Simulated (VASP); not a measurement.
Crystal: LuSb.

```xyz
2
Lattice="0.0000 3.0393 3.0393 3.0393 0.0000 3.0393 3.0393 3.0393 0.0000" Properties=species:S:1:pos:R:3 pbc="T T T"
Lu    0.0000    0.0000    0.0000
Sb    3.0393    3.0393    3.0393
```

The cell is a database's computed one.

```yaml
Program: VASP 6.6.1
Task: relaxation of cell and atoms
Functional: PBEsol
Potentials_or_basis: VASP PAW PBE potentials, release 64 (Lu, Sb)
Cutoff: 600 eV
k_mesh: 10 × 10 × 10
Occupations: methfessel-paxton, width 0.1 eV
Spin: no spin polarisation
```

At the start: pressure -2.3 GPa; volume 28.08 Å³/atom.

How do energy, volume and symmetry change on relaxing?

Over 6 steps the energy falls by 8.1 meV/atom and the volume is 27.05 Å³/atom (-3.7 %); space group Fm-3m (No. 225, to 0.05 Å).

The path:
```tsv
step	energy change (eV)	largest force (eV/Å)	pressure (GPa)	volume (Å³)
1	0.0000	0.0000	-2.31	56.15
2	-0.0110	0.0000	1.53	52.93
3	-0.0162	0.0000	0.13	54.03
4	-0.0162	0.0000	-0.08	54.14
5	-0.0162	0.0000	-0.08	54.10
6	-0.0162	0.0000	-0.02	54.10
```

Final structure:
```cif
data_structure
_symmetry_space_group_name_H-M 'P 1'
_symmetry_Int_Tables_number 1
_cell_length_a 4.2453
_cell_length_b 4.2453
_cell_length_c 4.2453
_cell_angle_alpha 60.000
_cell_angle_beta 60.000
_cell_angle_gamma 60.000
_cell_volume 54.10
loop_
_atom_site_label
_atom_site_type_symbol
_atom_site_fract_x
_atom_site_fract_y
_atom_site_fract_z
_atom_site_occupancy
Lu1 Lu 0.00000 0.00000 0.00000 1
Sb1 Sb 0.50000 0.50000 0.50000 1
```

Caveat: the PAW data sets were made with another functional, which shifts forces and pressure a little.
